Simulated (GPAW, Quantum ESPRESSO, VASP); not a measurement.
## PIr₂ (Fm-3m, 3 atoms in the cell) computed with different codes at matched settings

Self-consistent single point, at a second geometry (lattice scaled by 0.98). First geometry:

```yaml
crystal:
  lattice:
    - [0.00000, 2.77874, 2.77874]
    - [2.77874, 0.00000, 2.77874]
    - [2.77874, 2.77874, 0.00000]
  atoms:
    - { symbol: P, position: [0.00000, 0.00000, 0.00000] }
    - { symbol: Ir, position: [0.25000, 0.25000, 0.25000] }
    - { symbol: Ir, position: [0.75000, 0.75000, 0.75000] }
```

Shared settings, as Quantum ESPRESSO writes them: occupations = smearing; smearing = gauss; degauss = 0.0036749 Ry; K_POINTS = automatic 10 10 10 0 0 0. Potentials and cutoffs stand in the table.

```tsv
code	model	ΔF from the first geometry (meV/atom)	pressure (GPa)	cutoff
Quantum ESPRESSO	LDA (PZ), PSlibrary ultrasoft (LDA) pseudopotentials	19.7	13.70	40 Ry
GPAW	LDA (Perdew-Wang 92), GPAW PAW datasets LDA (gpaw-data 1.0.1)	2.6	10.48	550 eV
VASP	LDA (PZ), VASP's LDA PAW potentials (set 64)	15.5	12.59	300 eV
```

For Quantum ESPRESSO (by 0.7 GPa) and VASP (by 0.7 GPa) the energy change implies a higher mean pressure, against the two pressures, than for the other programs: a sign of finite-basis (Pulay) stress.

On Quantum ESPRESSO's run: spin-orbit coupling is off. Spin polarisation is off; with an odd number of electrons in the cell that forces a metal, and a magnetic state may lie lower.

The spread over the programs that give each value: ΔF from the first geometry within 17.1 meV/atom; pressure within 3.22 GPa.

VASP's run is marked for a possible Pulay error in its stress at this cutoff; no cutoff test was made.

The starting cell comes from a database of computed structures (which also holds hypothetical and non-ambient phases and stackings), without a prior relaxation at this level. For this run, on top of that: lattice scaled by 0.98.

Left out of this page: Ansatz, Elk, FLEUR and SIESTA (not drawn, or without a comparable value); ABINIT (with a known weakness of the program).
